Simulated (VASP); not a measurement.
Given:

```
CELL_PARAMETERS angstrom
      2.85122     0.00000     0.00000
      0.00000     2.85122     0.00000
      0.00000     0.00000     2.85122
ATOMIC_POSITIONS crystal
  Al 0.50000 0.50000 0.50000
  Co 0.00000 0.00000 0.00000
```

These are PW91 GGA, VASP's PBE PAW potentials (set 64) (plane waves; VASP) values and carry that method's errors. Numerical set-up: 520 eV cut-off, 14×14×14 Γ-centred mesh, tetrahedra with Blöchl corrections, potentials Al Co.

Problem. Estimate the energy per atom (σ→0), band gap (on the k-mesh) with the smallest direct gap where there is one.

Solution. 
```yaml
band gap (on the k-mesh): none (metal, semimetal or under 0.01 eV)
energy per atom (σ→0): -5.969 eV/atom
```

Only differences to runs with the same potentials and settings are physical.

The compound is CoAl in the CsCl type structure. It was relaxed first. The run is not spin-polarised, so no magnetic state was tried.
